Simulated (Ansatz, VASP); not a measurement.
# SnTe: VASP beside Ansatz

Wanted: the spread between two codes on one cell, functional and k mesh. The cell is taken from a series of runs on this material, whose earlier steps may have relaxed, scaled, displaced or heated it; both programs get it as it stands.

Method: plane waves, with VASP 6.6.1 beside it; elastic constants at LDA, in Ansatz 0.2.0.

### 1. Starting point

The structure is cubic, space group Fm-3m (No. 225). Conventional cell: a = 6.234 Å, b = 6.234 Å, c = 6.234 Å, α = 90.00°, β = 90.00°, γ = 90.00°. Nearest to Sn lie 6 Te at 3.12 Å. Nearest to Te lie 6 Sn at 3.12 Å. Farther neighbours and most contacts between anions are not listed.

As a file:

```cif
data_structure
_symmetry_space_group_name_H-M 'P 1'
_symmetry_Int_Tables_number 1
_cell_length_a 4.4080
_cell_length_b 4.4080
_cell_length_c 4.4080
_cell_angle_alpha 60.000
_cell_angle_beta 60.000
_cell_angle_gamma 60.000
_cell_volume 60.57
loop_
_atom_site_label
_atom_site_type_symbol
_atom_site_fract_x
_atom_site_fract_y
_atom_site_fract_z
_atom_site_occupancy
Sn1 Sn 0.00000 0.00000 0.00000 1
Te2 Te 0.50000 0.50000 0.50000 1
```

### 2. Ansatz: elastic constants, LDA, pair 1

Ansatz runs on its default PAW (the set named soft_2) files.

Elastic constants are differences of stresses under small strains, so they test the stress and the mesh.

Input file input.yaml:

```yaml
crystal:
  lattice:
    - [0.0, 3.1169598588, 3.1169598588]
    - [3.1169598588, 0.0, 3.1169598588]
    - [3.1169598588, 3.1169598588, 0.0]
  atoms:
    - { symbol: Sn, position: [0.0, 0.0, 0.0] }
    - { symbol: Te, position: [0.5, 0.5, 0.5] }
kpoints:
  mp_grid: { grid: [6, 6, 6] }
hamiltonian:
  xc: lda
scf:
  occupations: { method: gaussian, width: 0.01 }
output:
  forces: true
  stress: true
  eigenvalues: true
elastic:
  mode: relaxed_ion
  stencil: two_point
```

Launch:

```sh
> ansatz run input.yaml --threads 4 --pin off --max-ram 8192MiB --backend cpu --events-out ev --progress --plain --runs-dir out
```

Numbers of over 12 decimals in the logs are rounded to 6 here.

Output:

```text
Engine: ansatz 0.2.0, x86_64-unknown-linux-gnu
Pseudopotentials: kind: paw
Pseudopotential: Sn, paw, valence charge 14, recommended cutoff 420 eV (normal), Sn.paw.azcp
Pseudopotential: Te, paw, valence charge 16, recommended cutoff 420 eV (normal), Te.paw.azcp
Functional definition: SPW92
  exchange = slater_x
  correlation = pw_c
Crystal: 2 atoms, lattice volume = 60.565 Å³
Basis set: ecut = 420 eV, 1243 PW (Γ)
Bands: 19, of which v1, the nominal top of the filled ones, is band 15 counted from 1 (14 counted from 0)
Symmetry: 48 space group operations
Space group: Fm-3m (ITA 225), of the structure as read, at distance tolerance 3.9e-5 Å
k-points: 16 of 216
Non-local potential: Sn, projectors of the file, l = 0: 2, l = 1: 2, l = 2: 2, l = 3: 2
Non-local potential: Te, projectors of the file, l = 0: 2, l = 1: 2, l = 2: 2, l = 3: 2
PAW form: soft (Blöchl's): semilocal exchange-correlation on the pseudo side does not see the compensation charge
PAW frozen core: Sn, regenerated for the run's functional, and the local potential with it (the file was generated under x = pbe(κ = 0.804, μ = 0.219515), c = pbe(β = 0.066725))
PAW frozen core: Te, regenerated for the run's functional, and the local potential with it (the file was generated under x = pbe(κ = 0.804, μ = 0.219515), c = pbe(β = 0.066725))
PAW one-centre angular grid: Sn, 590 points (default); XC on 64 Gauss nodes
PAW one-centre angular grid: Te, 590 points (default); XC on 64 Gauss nodes
Initial density: superposition of atomic densities (neutral atoms: chi_scale 0, normalization atom), corrected by the library's trained network
Initial wavefunctions: pseudopotential atomic-orbital guess
Functional: x = slater, c = lda
SCF iter   1: F=—  HF=-12707.284116 eV  |F-HF|=—  |Δ(HF+E_count)|=         —  Δρ=5.52e-3  dr2=7.56e-3  ethr=1.77e-3  ⟨swp⟩=6.9  Hψ=1656  notcnv=0
preconditioner: auto → none  [insulator: Δε(μ)=0.200 eV  Ē_g=8.820 eV  σ=0.010 eV  W_gap=1.00  n_scr=14 (ndim 8)  ℏωp=15.1 eV  f_vac=0.007  D(μ)=0.00/eV (n_scr^D=0)  ε∞_Penn≈3.9]
SCF iter   2: F=—  HF=-12707.279182 eV  |F-HF|=—  |Δ(HF+E_count)|=   4.93e-3  Δρ=2.09e-3  dr2=1.08e-3  ethr=2.52e-5  ⟨swp⟩=2.0  Hψ=656  notcnv=0
SCF iter   3: F=—  HF=-12707.278875 eV  |F-HF|=—  |Δ(HF+E_count)|=   3.07e-4  Δρ=2.92e-4  dr2=3.15e-5  ethr=3.61e-6  ⟨swp⟩=3.0  Hψ=581  notcnv=0
SCF iter   4: F=—  HF=-12707.278870 eV  |F-HF|=—  |Δ(HF+E_count)|=   5.32e-6  Δρ=5.03e-5  dr2=1.82e-6  ethr=1.05e-7  ⟨swp⟩=2.5  Hψ=535  notcnv=0
SCF iter   5: F=—  HF=-12707.278869 eV  |F-HF|=—  |Δ(HF+E_count)|=   1.24e-6  Δρ=1.04e-5  dr2=7.03e-8  ethr=6.05e-9  ⟨swp⟩=2.1  Hψ=536  notcnv=0
SCF iter   6: F=—  HF=-12707.278869 eV  |F-HF|=—  |Δ(HF+E_count)|=   5.91e-9  Δρ=1.08e-6  dr2=2.38e-10  ethr=2.34e-10  ⟨swp⟩=2.1  Hψ=358  notcnv=0
SCF iter   7: F=—  HF=-12707.278869 eV  |F-HF|=—  |Δ(HF+E_count)|=  3.49e-10  Δρ=8.78e-8  dr2=6.16e-12  ethr=7.93e-13 (applied; sched 1.00e-12)  ⟨swp⟩=2.6  Hψ=473  notcnv=0
SCF iter   8: F=-12707.278869 eV  HF=-12707.278869 eV  |F-HF|=0.00e0  |Δ(HF+E_count)|=  1.82e-12  Δρ=1.46e-8  dr2=7.47e-14  ethr=1.00e-12  ⟨swp⟩=3.9  Hψ=1355  notcnv=0
SCF 1 converged in 8 iterations: F = -12707.278869 eV  dr2 = 7.47e-14
  greatest PAW one-centre occupation: 0.999 electrons in one spin orbital (limit 2), on the Te atom at site 1 (counted from 0), in its partial waves of l = 2
Crystal: 2 atoms, lattice volume = 60.444 Å³
Symmetry: 16 space group operations
k-points: 30 of 216
Initial density: handed on by an earlier stage of this run
Initial wavefunctions: those handed on with the density
iter 1 solved again at ethr=2.55e-8 eV; its pass at ethr=3.10e-3 eV (dr2=7.65e-6 eV) is discarded
SCF iter   1: F=—  HF=-12707.278780 eV  |F-HF|=—  |Δ(HF+E_count)|=         —  Δρ=8.24e-5  dr2=6.30e-6  ethr=2.55e-8  ⟨swp⟩=3.0  Hψ=3783  notcnv=0
preconditioner: auto → none  [insulator: Δε(μ)=0.206 eV  Ē_g=8.826 eV  σ=0.010 eV  W_gap=1.00  n_scr=14 (ndim 8)  ℏωp=15.1 eV  f_vac=0.004  D(μ)=0.00/eV (n_scr^D=0)  ε∞_Penn≈3.9]
[...]
SCF 2 converged in 7 iterations: F = -12707.278780 eV  dr2 = 4.79e-15
Crystal: 2 atoms, lattice volume = 60.686 Å³
[...]
preconditioner: auto → none  [insulator: Δε(μ)=0.194 eV  Ē_g=8.806 eV  σ=0.010 eV  W_gap=1.00  n_scr=14 (ndim 8)  ℏωp=15.1 eV  f_vac=0.004  D(μ)=0.00/eV (n_scr^D=0)  ε∞_Penn≈3.9]
[...]
SCF 3 converged in 5 iterations: F = -12707.278767 eV  dr2 = 1.58e-14
Symmetry: 8 space group operations
k-points: 46 of 216
[...]
preconditioner: auto → none  [insulator: Δε(μ)=0.188 eV  Ē_g=8.816 eV  σ=0.010 eV  W_gap=1.00  n_scr=14 (ndim 8)  ℏωp=15.1 eV  f_vac=0.004  D(μ)=0.00/eV (n_scr^D=0)  ε∞_Penn≈3.9]
SCF iter   2: F=—  HF=-12707.278864 eV  |F-HF|=—  |Δ(HF+E_count)|=   3.16e-8  Δρ=9.04e-6  dr2=3.59e-8  ethr=7.77e-10  ⟨swp⟩=1.8  Hψ=982  notcnv=0
SCF iter   3: F=—  HF=-12707.278864 eV  |F-HF|=—  |Δ(HF+E_count)|=   4.67e-9  Δρ=1.38e-6  dr2=6.78e-10  ethr=1.20e-10  ⟨swp⟩=2.0  Hψ=1098  notcnv=0
SCF iter   4: F=—  HF=-12707.278864 eV  |F-HF|=—  |Δ(HF+E_count)|=  3.80e-10  Δρ=9.77e-8  dr2=6.16e-12  ethr=2.26e-12  ⟨swp⟩=2.1  Hψ=1209  notcnv=0
SCF iter   5: F=—  HF=-12707.278864 eV  |F-HF|=—  |Δ(HF+E_count)|=  3.64e-12  Δρ=1.61e-8  dr2=2.58e-13  ethr=2.05e-14 (applied; sched 1.00e-12)  ⟨swp⟩=2.2  Hψ=1281  notcnv=0
SCF iter   6: F=-12707.278864 eV  HF=-12707.278864 eV  |F-HF|=0.00e0  |Δ(HF+E_count)|=    0.00e0  Δρ=9.19e-10  dr2=3.74e-16  ethr=1.00e-12  ⟨swp⟩=4.6  Hψ=2927  notcnv=0
SCF 4 converged in 6 iterations: F = -12707.278864 eV  dr2 = 3.74e-16
iter 1 solved again at ethr=1.00e-12 eV; its pass at ethr=3.10e-3 eV (dr2=2.73e-10 eV) is discarded
SCF iter   1: F=—  HF=-12707.278864 eV  |F-HF|=—  |Δ(HF+E_count)|=         —  Δρ=1.18e-6  dr2=2.49e-10  ethr=1.00e-12  ⟨swp⟩=3.2  Hψ=5581  notcnv=0
SCF iter   2: F=—  HF=-12707.278864 eV  |F-HF|=—  |Δ(HF+E_count)|=  9.82e-11  Δρ=5.36e-7  dr2=4.12e-11  ethr=8.29e-13 (applied; sched 1.00e-12)  ⟨swp⟩=2.1  Hψ=1499  notcnv=0
SCF iter   3: F=—  HF=-12707.278864 eV  |F-HF|=—  |Δ(HF+E_count)|=  5.46e-12  Δρ=1.00e-7  dr2=9.96e-13  ethr=1.37e-13 (applied; sched 1.00e-12)  ⟨swp⟩=2.3  Hψ=1250  notcnv=0
SCF iter   4: F=-12707.278864 eV  HF=-12707.278864 eV  |F-HF|=1.09e-11  |Δ(HF+E_count)|=  1.27e-11  Δρ=1.66e-8  dr2=5.49e-14  ethr=1.00e-12  ⟨swp⟩=5.0  Hψ=3319  notcnv=0
SCF 5 converged in 4 iterations: F = -12707.278864 eV  dr2 = 5.49e-14
SCF converged after 8 iterations
Free energy (F): -12707.278869 eV
Harris-Foulkes:  -12707.278869 eV  (|F-HF|=0.00e0)
Internal energy: -12707.278869 eV  (E = F + TS)
E sigma→0 (E₀):  -12707.278869 eV
Fermi energy:    9.868114 eV
--- Per-component energies (eV) ---
  E_band       = -348.748618
  E_kinetic    = 369.276998
  E_local      = -2115.062427  (includes V_loc(G=0)·N_el)
  E_nonlocal   = -333.094831
  E_hartree    = 1333.938423
  E_xc         = -504.156693
  E_vxc        = -204.834768  (∫ρ·V_xc dr)
  E_paw        = -8501.984836  (= ΣΔE_a)
  E_vpaw       = -732.910221  (= ΣTr[D̂ρ^β])
  E_aug_tail   = -0.000207  (compensation charges beyond the density's cutoff)
  E_ewald      = -2957.298855
  E_core_change = 1.103559  (= ΣΔE_core)
  E_smearing   = -0.000000  (= −TS)
  E_closure    = -0.000000  (closes the sum)
  Σ components = -12707.278869   (vs F -12707.278869, Δ=0.00e0)
--- Forces (eV/Å), atoms counted from 1 ---
  atom   1  Sn     0.00000000     0.00000000    -0.00000000
  atom   2  Te     0.00000000    -0.00000000     0.00000000
  max |Σ_I F_I| component: 4.71e-29 eV/Å
--- Stress (GPa, compression-positive) ---
       -0.003591      -0.000000       0.000000
        0.000000      -0.003591       0.000000
        0.000000       0.000000      -0.003591
  P = ⅓ Tr σ = -0.0036 GPa (-0.036 kbar)
--- Band table (eV; the first three rows and the last of 16) ---
  k-point 0: bands = [... 11 lower, 5.1201, 7.6388, 7.6388, 7.6388, 13.1998, 13.1998, 13.1998, 14.6243]
  k-point 1: bands = [... 11 lower, 3.9343, 7.6845, 7.6845, 8.4251, 12.1342, 12.1342, 12.1773, 14.5697]
  k-point 2: bands = [... 11 lower, 2.1756, 7.8508, 7.8508, 9.2195, 10.7488, 10.7488, 10.8233, 15.7107]
  k-point 15: bands = [... 11 lower, 2.4647, 4.4195, 5.3318, 7.8992, 11.9701, 13.2472, 15.3273, 15.5319]
--- Elastic constants: 2 strain directions × 2 members + reference (group order 48) ---
  dense FFT box of the reference and of every strained cell: 30×30×30
  strains applied: 11, 23; error gains: componentwise 1.00 (the most a stress slope's error grows in a printed constant), spectral 1.73 (1 for all six strains in a standard setting)
  C = ∂σ_k/∂η_j (tension-positive GPa; Voigt order 11 22 33 23 13 12):
       134.950     10.995     10.995      0.000      0.000     -0.000
        10.995    134.950     10.995     -0.000     -0.000      0.000
        10.995     10.995    134.950      0.000     -0.000     -0.000
        -0.000      0.000      0.000     13.256      0.000      0.000
        -0.000      0.000     -0.000     -0.000     13.256      0.000
        -0.000      0.000     -0.000     -0.000     -0.000     13.256
  reference stress σ⁰ (GPa):      0.004      0.004      0.004     -0.000     -0.000     -0.000
  C* (energy form; C + prestress term) asymmetry max|C*_kj − C*_jk| = 5.329e-15 GPa — a small one proves nothing (zero by symmetry where the batch's group is 432, −43m or m−3m); a large one is finite-difference/SCF noise where every solve meets its electron count
  moduli (Voigt/Reuss/Hill, GPa): K = 52.31/52.31/52.31   G = 32.74/19.34/26.04   E = 67.00   ν = 0.287
  mechanically stable: yes (min eigenvalue of sym C = 13.26 GPa)
  strain η (Voigt 11):  stress-route row diagonal C_11 = 134.95 GPa, energy-path curvature d²(F+E_count+ΔE)/dδ²/Ω₀ = 134.92 GPa
         δ    σ_11 (GPa)             F (eV)   n_scf  n_hpsi   n_pw
    -2.000e-3      -0.2697      -12707.2787804       7   10486   1243   relax 0 steps, max|allowed force component| 2.47e-30 eV/Å
     2.000e-3       0.2701      -12707.2787672       5   10154   1243   relax 0 steps, max|allowed force component| 1.18e-29 eV/Å
  strain η (Voigt 23):  stress-route row diagonal C_44 = 13.26 GPa, energy-path curvature d²(F+E_count+ΔE)/dδ²/Ω₀ = 13.22 GPa
         δ    σ_23 (GPa)             F (eV)   n_scf  n_hpsi   n_pw
    -2.000e-3      -0.0265      -12707.2788645       6   14275   1243   relax 0 steps, max|allowed force component| 1.72e-29 eV/Å
     2.000e-3       0.0265      -12707.2788645       4   12569   1243   relax 0 steps, max|allowed force component| 1.89e-29 eV/Å
```

In the SCF lines HF is the Harris–Foulkes energy and dr2 the Hartree energy of the density residual, in eV; the loop may stop once dr2 is under the threshold and the program's other checks hold. Hψ counts applications of the Hamiltonian.

[end of part 1 of 3]

[Lines on the potential files, build, host, timing and source positions are cut from VASP's logs without a mark.]

[Logs are printed without paths, hosts, clocks, repeated set-up lines and the standing remarks that a program may print on its own settings, such as how far it seeks lower states.]

[Hosts, paths, dates, database ids (printed as entryN), source tags and the programs' standing remarks are cut or masked in the printed files.]
